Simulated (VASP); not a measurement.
Method: PBE GGA, VASP's PBE PAW potentials (set 64) (plane waves; VASP).

The input files of a VASP run:

File KPOINTS:
```
K-points
0
Gamma
14 14 14
0 0 0
```

POSCAR:
```
AuZn
1.0
  3.2130000000   0.0000000000   0.0000000000
  0.0000000000   3.2130000000   0.0000000000
  0.0000000000   0.0000000000   3.2130000000
Zn Au
1 1
Direct
  0.5000000000   0.5000000000   0.5000000000
  0.0000000000   0.0000000000   0.0000000000
```

**INCAR**
```
# general
SYSTEM  = AuZn
PREC    = Accurate
ENCUT   = 400
LREAL   = .FALSE.
LASPH   = .TRUE.

# electronic loop
EDIFF   = 1E-6
NELM    = 100
ALGO    = Normal
LMAXMIX = 6

# smearing
ISMEAR  = 1
SIGMA   = 0.1

# functional
GGA     = PE

# ions
ISIF    = 2

# output
LWAVE   = .FALSE.
LCHARG  = .FALSE.
```

POTCAR, in this order: Zn Au (PBE.64 set). Program: vasp_std.

Gaps are read on the run's mesh, which can miss a band edge. Unless said otherwise, spin-orbit coupling is left out, though it shifts the bands of the heavy elements here.

Task: Estimate the energy per atom (σ→0), pressure, band gap (on the k-mesh).

Result: 
| Quantity | Result |
|---|---|
| energy per atom (σ→0) | -2.369 eV/atom |
| band gap (on the k-mesh) | none (metal, semimetal or under 0.01 eV) |
| pressure | -2.93 GPa |

### OSZICAR
```
...
DAV:   5    -0.516511709321E+01   -0.23690E-03   -0.23690E-03  4433   0.468E-01    0.725E+00
DAV:   6    -0.476860739231E+01    0.39651E+00   -0.14455E+00  3642   0.143E+01    0.478E+00
DAV:   7    -0.474602228377E+01    0.22585E-01   -0.29374E-02  4919   0.371E+00    0.262E+00
DAV:   8    -0.473793613015E+01    0.80862E-02   -0.10557E-02  4413   0.123E+00    0.160E-01
DAV:   9    -0.473797312194E+01   -0.36992E-04   -0.40822E-04  3950   0.216E-01    0.840E-02
DAV:  10    -0.473798258514E+01   -0.94632E-05   -0.44875E-05  4412   0.103E-01    0.154E-02
DAV:  11    -0.473798291671E+01   -0.33157E-06   -0.91900E-06  3950   0.700E-02
   1 F= -.47379829E+01 E0= -.47379262E+01  d E =-.170272E-03
```

The compound is AuZn in the CsCl type structure. The cell was not relaxed at this level. The run is one of a series of settings (KPOINTS 14×14×14 Γ-centred mesh against the base run), some of them coarse on purpose. The electron count is odd and the run is not spin-polarised, which forces a metal.
